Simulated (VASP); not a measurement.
VASP input:

KPOINTS:
```
Automatic mesh
0
Gamma
7 7 3
0 0 0
```

**POSCAR**
```
HgS
1
    2.2273050165    -3.8578050848     0.0000000000
    2.2273050165     3.8578050848     0.0000000000
    0.0000000000     0.0000000000     9.7441541055
Hg S
3 3
Direct
  0.7624364452   0.0000000000   0.6666670000
  0.0000000000   0.7624364452   0.3333330000
  0.2375635549   0.2375635549   0.0000000000
  0.4517561739   0.0000000000   0.1666670000
  0.0000000000   0.4517561739   0.8333330000
  0.5482438261   0.5482438261   0.5000000000
```

**INCAR**
```
ALGO=Normal
EDIFF=1E-7
ENCUT=400
GGA=PE
ISIF=2
ISMEAR=-5
LASPH=T
LCHARG=T
LEFG=T
LMAXMIX=6
LORBIT=11
LREAL=F
LWAVE=F
NEDOS=601
NELM=100
PREC=Accurate
SYSTEM=HgS
```

POTCAR, in this order: Hg S (PBE.64 set). Program: vasp_std.

Problem. Write an equivalent input for Quantum ESPRESSO's pw.x.

Solution. One equivalent input (not run):
```
&CONTROL
  calculation = 'scf'
  pseudo_dir = './pseudo'
  outdir = './out'
  tprnfor = .true.
  tstress = .true.
/
&SYSTEM
  ibrav = 0
  nat = 6
  ntyp = 2
  ecutwfc = 66
  occupations = 'tetrahedra'
  input_dft = 'pbe'
/
&ELECTRONS
  conv_thr = 7.3e-09
  electron_maxstep = 100
/
ATOMIC_SPECIES
  Hg 200.592 Hg.upf
  S 32.060 S.upf
CELL_PARAMETERS angstrom
     2.2273050   -3.8578051    0.0000000
     2.2273050    3.8578051    0.0000000
     0.0000000    0.0000000    9.7441541
ATOMIC_POSITIONS crystal
  Hg   0.7624364  0.0000000  0.6666670
  Hg   0.0000000  0.7624364  0.3333330
  Hg   0.2375636  0.2375636  0.0000000
  S    0.4517562  0.0000000  0.1666670
  S    0.0000000  0.4517562  0.8333330
  S    0.5482438  0.5482438  0.5000000
K_POINTS automatic
  7 7 3 0 0 0
```
What does not carry over: the potentials are each code's own (VASP's PAW set, PseudoDojo norm-conserving files in pw.x), so ENCUT and ecutwfc are chosen apart and not converted; conv_thr bounds pw.x's estimated SCF error, while EDIFF bounds the energy change between steps; the field gradients of LEFG aren't asked of the other code.

The compound is HgS in the cinnabar structure. It was relaxed first, which changed the volume by +19 %.
